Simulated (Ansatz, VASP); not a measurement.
One calculation of Ca7BeF16 (a cell with a defect) (Fluorite), two programs

The input INCAR:

```
  PREC = Accurate
  ENCUT = 520
  EDIFF = 1E-8
  ISMEAR = -1
  SIGMA = 0.01
  LREAL = Auto
  LASPH = T
  NELM = 100
  ALGO = Fast
  ISIF = 2
  LWAVE = F
  LCHARG = F
  GGA = PE
  LEFG = T
  NBANDS = 110
```

File KPOINTS:

```
regular mesh
0
Gamma
  3 3 3
```

The input POSCAR:

```
Ca7BeF16
1.0
    0.0000000000      5.4620000000      5.4620000000
    5.4620000000      0.0000000000      5.4620000000
    5.4620000000      5.4620000000      0.0000000000
Be Ca F
1 7 16
Direct
    0.0000000000      0.0000000000      0.0000000000
    0.0000000000      0.0000000000      0.5000000000
    0.0000000000      0.5000000000      0.0000000000
    0.0000000000      0.5000000000      0.5000000000
    0.5000000000      0.0000000000      0.0000000000
    0.5000000000      0.0000000000      0.5000000000
    0.5000000000      0.5000000000      0.0000000000
    0.5000000000      0.5000000000      0.5000000000
    0.1250000000      0.1250000000      0.1250000000
    0.1250000000      0.1250000000      0.6250000000
    0.1250000000      0.6250000000      0.1250000000
    0.1250000000      0.6250000000      0.6250000000
    0.6250000000      0.1250000000      0.1250000000
    0.6250000000      0.1250000000      0.6250000000
    0.6250000000      0.6250000000      0.1250000000
    0.6250000000      0.6250000000      0.6250000000
    0.3750000000      0.3750000000      0.3750000000
    0.3750000000      0.3750000000      0.8750000000
    0.3750000000      0.8750000000      0.3750000000
    0.3750000000      0.8750000000      0.8750000000
    0.8750000000      0.3750000000      0.3750000000
    0.8750000000      0.3750000000      0.8750000000
    0.8750000000      0.8750000000      0.3750000000
    0.8750000000      0.8750000000      0.8750000000
```

Input for Ansatz:

```yaml
crystal:
  lattice:
    - [0.0, 5.462, 5.462]
    - [5.462, 0.0, 5.462]
    - [5.462, 5.462, 0.0]
  atoms:
    - { symbol: Be, position: [0.0, 0.0, 0.0] }
    - { symbol: Ca, position: [0.0, 0.0, 0.5] }
    - { symbol: Ca, position: [0.0, 0.5, 0.0] }
    - { symbol: Ca, position: [0.0, 0.5, 0.5] }
    - { symbol: Ca, position: [0.5, 0.0, 0.0] }
    - { symbol: Ca, position: [0.5, 0.0, 0.5] }
    - { symbol: Ca, position: [0.5, 0.5, 0.0] }
    - { symbol: Ca, position: [0.5, 0.5, 0.5] }
    - { symbol: F, position: [0.125, 0.125, 0.125] }
    - { symbol: F, position: [0.125, 0.125, 0.625] }
    - { symbol: F, position: [0.125, 0.625, 0.125] }
    - { symbol: F, position: [0.125, 0.625, 0.625] }
    - { symbol: F, position: [0.625, 0.125, 0.125] }
    - { symbol: F, position: [0.625, 0.125, 0.625] }
    - { symbol: F, position: [0.625, 0.625, 0.125] }
    - { symbol: F, position: [0.625, 0.625, 0.625] }
    - { symbol: F, position: [0.375, 0.375, 0.375] }
    - { symbol: F, position: [0.375, 0.375, 0.875] }
    - { symbol: F, position: [0.375, 0.875, 0.375] }
    - { symbol: F, position: [0.375, 0.875, 0.875] }
    - { symbol: F, position: [0.875, 0.375, 0.375] }
    - { symbol: F, position: [0.875, 0.375, 0.875] }
    - { symbol: F, position: [0.875, 0.875, 0.375] }
    - { symbol: F, position: [0.875, 0.875, 0.875] }
kpoints:
  mp_grid: { grid: [3, 3, 3] }
scf:
  occupations: { method: fermi_dirac, width: 0.01 }
hamiltonian:
  xc: pbe
  pseudopotentials: { kind: paw }
output:
  forces: true
  stress: true
  populations: true
  efg:
    quadrupole_moments_barn: { Be: 0.05288, Ca: -0.0408 }
    contact_densities: true
```

Alike in both runs: task electric field gradients; functional PBE; k mesh 3 × 3 × 3; occupations fermi-dirac, width 0.01 eV; no spin polarisation.

|  | VASP | Ansatz |
| --- | --- | --- |
| version | VASP 6.6.1 | Ansatz 0.2.0 |
| potentials or method | VASP PAW PBE potentials, release 64 (Be, Ca_sv, F) | plane-wave PAW, scalar-relativistic |
| plane-wave cutoff (eV) | 520 | 420 |
| valence electrons in the cell | 184 | 184 |

|  | VASP | Ansatz | Ansatz less VASP |
| --- | --- | --- | --- |
| gap on the k mesh at the Fermi level (eV) | 5.01 | 5.02 | +0.014 |
| pressure (GPa) | -1.0 | -1.3 | -0.23 |
| rms of the force components (eV/Å) | 0.336 | 0.329 | -0.0072 |
| Vzz of the field gradient on the site that differs most (V/Å²) | 41.8 | 40.5 | -1.23 |

Atom by atom the forces differ by 0.007 eV/Å (rms over components).

A hybrid or GW would open this gap; PBE tends to underestimate it.
